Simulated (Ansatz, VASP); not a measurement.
**Two plane-wave programs on Bi4C**

```
Bi C
1.0
    -3.27867    3.27867    3.27867
     3.27867   -3.27867    3.27867
     3.27867    3.27867   -3.27867
Bi C
4 1
Direct
  0.00000 0.00000 0.50000
  0.50000 0.00000 0.00000
  0.50000 0.50000 0.50000
  0.00000 0.50000 0.00000
  0.00000 0.00000 0.00000
```

Change from the starting cell: species swapped into the NiHg4 type (Im-3m, No. 229).

Alike in both runs: functional PBE; k mesh 4 × 4 × 4; occupations gaussian, width 0.1 eV; no spin polarisation.

Ansatz relaxed the structure, and its values are those at the end. VASP's run is a single point on that final structure, the one shown.

|  | VASP | Ansatz |
| --- | --- | --- |
| version | VASP 6.6.1 | Ansatz 0.2.0 |
| potentials or method | VASP PAW PBE potentials, release 64 (Bi_d, C) | scalar-relativistic, plane waves, PAW |
| plane-wave cutoff (eV) | 520 | 420 |
| valence electrons in the cell | 64 | 64 |

Ansatz gave:

* gap on the k mesh at the Fermi level (eV): none
* pressure (GPa): 0.1

Problem. Which values does VASP return?

Solution. gap on the k mesh at the Fermi level (eV): none; pressure (GPa): 0.0.

A gap of «none» marks a metal or a gap that the smearing closes. With one functional, cell and mesh, what is left measures potentials, basis and numerics.

Caveats: spin-orbit coupling is left out, which moves the levels of the heavy elements.
